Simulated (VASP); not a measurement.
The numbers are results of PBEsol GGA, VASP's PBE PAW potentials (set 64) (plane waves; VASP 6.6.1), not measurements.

VASP ran on this input.

KPOINTS:
```
Automatic mesh
0
Gamma
8 8 5
0 0 0
```

File POSCAR:
```
AlN
1.0
  3.1123021993   0.0000000000   0.0000000000
 -1.5561510996   2.6953323681   0.0000000000
  0.0000000000   0.0000000000   4.9843103711
Al N
2 2
Cartesian
 -0.0000015561   1.7968891438   4.9670902307
  1.5561526558   0.8984432243   2.4749350452
 -0.0000015561   1.7968891438   1.8863365295
  1.5561526558   0.8984432243   4.3784917151
```

### INCAR
```
SYSTEM = AlN
PREC = Accurate
ENCUT = 620
EDIFF = 1E-6
NELM = 100
ALGO = Normal
LREAL = .FALSE.
LASPH = .TRUE.
ISMEAR = 0
SIGMA = 0.05
GGA = PS
LWAVE = .FALSE.
LCHARG = .FALSE.
IBRION = 2
ISIF = 3
NSW = 40
EDIFFG = -0.02
```

POTCAR, in this order: Al N (PBE.64 set). Program: vasp_std.

Output

File OSZICAR:
```
       N       E                     dE             d eps       ncg     rms          rms(c)
DAV:   1     0.592355905203E+02    0.59236E+02   -0.83719E+03   720   0.137E+03
DAV:   2    -0.310742155822E+02   -0.90310E+02   -0.83354E+02  1072   0.251E+02
DAV:   3    -0.357264317779E+02   -0.46522E+01   -0.46365E+01   944   0.610E+01
DAV:   4    -0.357669158111E+02   -0.40484E-01   -0.40472E-01   848   0.675E+00
DAV:   5    -0.357674901494E+02   -0.57434E-03   -0.57432E-03   920   0.784E-01    0.117E+01
DAV:   6    -0.313755217785E+02    0.43920E+01   -0.15390E+01   880   0.316E+01    0.420E+00
DAV:   7    -0.313532668977E+02    0.22255E-01   -0.60318E-01   788   0.657E+00    0.282E+00
DAV:   8    -0.313213946256E+02    0.31872E-01   -0.78529E-02   844   0.312E+00    0.463E-01
DAV:   9    -0.313169479897E+02    0.44466E-02   -0.16877E-02   908   0.100E+00    0.239E-01
DAV:  10    -0.313172574978E+02   -0.30951E-03   -0.14535E-03   864   0.323E-01    0.152E-01
DAV:  11    -0.313171725011E+02    0.84997E-04   -0.22746E-04   844   0.126E-01    0.308E-02
DAV:  12    -0.313171724560E+02    0.45123E-07   -0.44233E-06   844   0.245E-02
   1 F= -.31317172E+02 E0= -.31317172E+02  d E =-.313172E+02
```

**OUTCAR**
```
------------------------ aborting loop because EDIFF is reached ----------------------------------------
  FORCE on cell =-STRESS in cart. coord.  units (eV):
  Direction    XX          YY          ZZ          XY          YZ          ZX
  --------------------------------------------------------------------------------------
  Total        0.0005915      0.0005915     -0.0532070      0.0000000      0.0000000      0.0000000
  in kB        0.0226652      0.0226652     -2.0388251      0.0000000      0.0000000      0.0000000
  external PRESSURE =      -0.6644982 kB  Pullay stress =       0.0000000 kB
  volume of cell :       41.81
      direct lattice vectors                 reciprocal lattice vectors
     3.112302199  0.000000000  0.000000000     0.321305560  0.185505879  0.000000000
    -1.556151100  2.695332368  0.000000000     0.000000000  0.371011758  0.000000000
     0.000000000  0.000000000  4.984310371     0.000000000  0.000000000  0.200629561
  FREE ENERGIE OF THE ION-ELECTRON SYSTEM (eV)
  ---------------------------------------------------
  free  energy   TOTEN  =       -31.3171724560 eV

  energy  without entropy=      -31.3171724560  energy(sigma->0) =      -31.31717246

 reached required accuracy - stopping structural energy minimisation
```
(Selected blocks of OUTCAR.)

The structure was generated: AlN was put into the wurtzite type (P6_3mc), which need not be its known phase. It was relaxed first.
